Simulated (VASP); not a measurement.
VASP ran on this input.

### INCAR
```
! general
SYSTEM =Mg2Ge
PREC   =Accurate
ENCUT  =480   ! plane-wave cut-off (eV)
LREAL  =F   ! projection in real space or not
LASPH  =T   ! aspherical one-centre terms

! electronic loop
EDIFF  =1E-7   ! SCF stop (eV)
NELM   =100
ALGO   =Normal   ! blocked Davidson
LMAXMIX=4   ! l cut-off of mixed one-centre charges

! smearing
ISMEAR =0   ! Gaussian
SIGMA  =0.05   ! width (eV)

! functional
GGA    =PE

! ions
IBRION =2   ! conjugate gradients
NSW    =40   ! most ionic steps
ISIF   =3   ! ions, shape and volume
EDIFFG =-0.01
PSTRESS=300   ! kbar

! output
LWAVE  =F
LCHARG =F
```

### POSCAR
```
Mg2Ge
1.0
  0.0000000000   2.8885552256   2.8885552256
  2.8885552256   0.0000000000   2.8885552256
  2.8885552256   2.8885552256   0.0000000000
Mg Ge
2 1
direct
  0.2500000000   0.2500000000   0.2500000000
  0.7500000000   0.7500000000   0.7500000000
  0.0000000000   0.0000000000   0.0000000000
```

### KPOINTS
```
Automatic mesh
0
Gamma
8 8 8
0 0 0
```

POTCAR, in this order: Mg Ge_d (PBE.64 set). Program: vasp_std.

Problem. Write an equivalent input for Ansatz.

Solution. One equivalent input (not run):
Ansatz 0.2 input:
```yaml
crystal:
  lattice:
    - [0.0000000, 2.8885552, 2.8885552]
    - [2.8885552, 0.0000000, 2.8885552]
    - [2.8885552, 2.8885552, 0.0000000]
  atoms:
    - { symbol: Mg, position: [0.2500000, 0.2500000, 0.2500000] }
    - { symbol: Mg, position: [0.7500000, 0.7500000, 0.7500000] }
    - { symbol: Ge, position: [0.0000000, 0.0000000, 0.0000000] }
kpoints:
  mp_grid: { grid: [8, 8, 8] }
hamiltonian:
  xc: pbe
  pseudopotentials: { kind: paw }
scf:
  occupations: { method: gaussian, width: 0.05 }
  max_iter: 100
relax:
  max_steps: 40
  f_tol: 0.01
  cell: { p_target: 30 }
output: { forces: true, stress: true, eigenvalues: true }
```
What does not carry over: each code has its own PAW files, so the cut-off isn't converted (ENCUT is set for VASP's; basis.ecutwfc is left out, and Ansatz then takes the one that its files recommend); Ansatz stops its SCF on the density residual and VASP on the energy change (EDIFF).

The compound is Mg2Ge in the antifluorite structure. It was relaxed first under an external pressure of 30 GPa.
